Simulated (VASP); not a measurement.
```xyz
2
Lattice="1.5458 -2.6773 0.0000 1.5458 2.6773 0.0000 0.0000 0.0000 5.0368" Properties=species:S:1:pos:R:3 pbc="T T T"
Zr     1.5458     0.8924     1.2592
Zr     1.5458    -0.8924     3.7776
```

Calculation: LDA (Ceperley-Alder, Perdew-Zunger), VASP's LDA PAW potentials (set 64) (plane waves; VASP). Settings: 500 eV cut-off, 14×14×7 Γ-centred mesh, first-order Methfessel-Paxton smearing of 0.10 eV, potentials Zr_sv.

Energy and stress use the plane-wave basis of the starting cell.

Problem. The ions, cell shape and volume at an external pressure of 10.0 GPa are relaxed. Which structure does the run end with?

Solution. 
```xyz
2
Lattice="1.5208 -2.6342 0.0000 1.5208 2.6342 0.0000 0.0000 0.0000 4.9949" Properties=species:S:1:pos:R:3 pbc="T T T"
Zr     1.5208     0.8781     1.2487
Zr     1.5208    -0.8781     3.7462
```
Space group P6_3/mmc (194), at a tolerance of 0.03 Å.

Problem. How do energy and volume change from the first to the last step?

Solution. The energy (σ→0) changes by +38.5 meV/atom and the volume by -4.0 %, in 6 ionic steps.

The compound is Zr in the hcp structure. This run relaxes it under an external pressure of 10 GPa. Symmetry was kept, so distortions that lower it aren't found.
